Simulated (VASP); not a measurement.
Given:

```
CELL_PARAMETERS angstrom
      1.90191    -3.29420     0.00000
      1.90191     3.29420     0.00000
      0.00000     0.00000     5.82583
ATOMIC_POSITIONS crystal
  La 0.33333 0.66667 0.24384
  La 0.66667 0.33333 0.75616
  O  0.00000 0.00000 0.00000
  O  0.33333 0.66667 0.64642
  O  0.66667 0.33333 0.35358
```

All values below come from LDA (Ceperley-Alder, Perdew-Zunger), VASP's LDA PAW potentials (set 64) (plane waves; VASP 6.6.1). Numerical set-up: 520 eV cut-off, 7×7×4 Γ-centred mesh, Gaussian smearing of 0.050 eV, potentials La O.

Q: The ions and cell shape at fixed volume are relaxed. Which structure does the run end with?

A: 
```
CELL_PARAMETERS angstrom
      1.92533    -3.33477     0.00000
      1.92533     3.33477     0.00000
      0.00000     0.00000     5.68494
ATOMIC_POSITIONS crystal
  La 0.33333 0.66667 0.23809
  La 0.66667 0.33333 0.76191
  O  0.00000 0.00000 0.00000
  O  0.33333 0.66667 0.65128
  O  0.66667 0.33333 0.34872
```
Space group P-3m1 (164), at a tolerance of 0.03 Å.

Q: How much energy does the relaxation gain?

A: The energy (σ→0) changes by -6.0 meV/atom, in 10 ionic steps.

| step | E(σ→0) (eV) | max force (eV/Å) | pressure (GPa) | volume (Å³) |
|---|---|---|---|---|
| 1 | -45.7444 | 0.552 | 10.81 | 73.00 |
| 2 | -45.7639 | 0.129 | 9.40 | 73.00 |
| 3 | -45.7639 | 0.135 | 9.35 | 73.00 |
| 4 | -45.7698 | 0.138 | 9.06 | 73.00 |
| 5 | -45.7718 | 0.144 | 8.78 | 73.00 |
| 6 | -45.7741 | 0.055 | 8.59 | 73.00 |
| 7 | -45.7745 | 0.023 | 8.49 | 73.00 |
| 8 | -45.7745 | 0.021 | 8.49 | 73.00 |
| 9 | -45.7745 | 0.014 | 8.54 | 73.00 |
| 10 | -45.7745 | 0.001 | 8.52 | 73.00 |

The compound is La2O3 in the a-type structure. This cell is one point of a volume scan, at 0.94 of the reference volume. Symmetry was kept, so distortions that lower it aren't found.
